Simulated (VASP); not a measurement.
Data:

```xyz
4
Lattice="2.8501 0.0000 0.0000 -1.4251 2.4683 0.0000 0.0000 0.0000 9.4232" Properties=species:S:1:pos:R:3 pbc="T T T"
Ag     2.8501     0.0000     0.0000
Ag     0.0000     0.0000     4.7116
Ag     0.0000     1.6455     2.3558
Ag     1.4251     0.8228     7.0674
```

Calculation: PBEsol GGA, VASP's PBE PAW potentials (set 64) (plane waves; VASP). Numerical set-up: 400 eV cut-off, 14×14×4 Γ-centred mesh, tetrahedra with Blöchl corrections, potentials Ag.

Question: The job: Ag (relaxed from the dhcp structure, space group P6_3/mmc), 4 atoms, PBEsol, static run, 400 eV, 14×14×4 Γ-centred mesh. Roughly how much core time does it take on a busy server core?

Answer: About 50 core-seconds (one run on a shared machine, a rough figure). It had 72 irreducible k-points, 26 bands, up to 1230 plane waves and 12 electronic steps.

The structure was generated: Ag was put into the dhcp type (P6_3/mmc), which need not be its known phase. It was relaxed first.
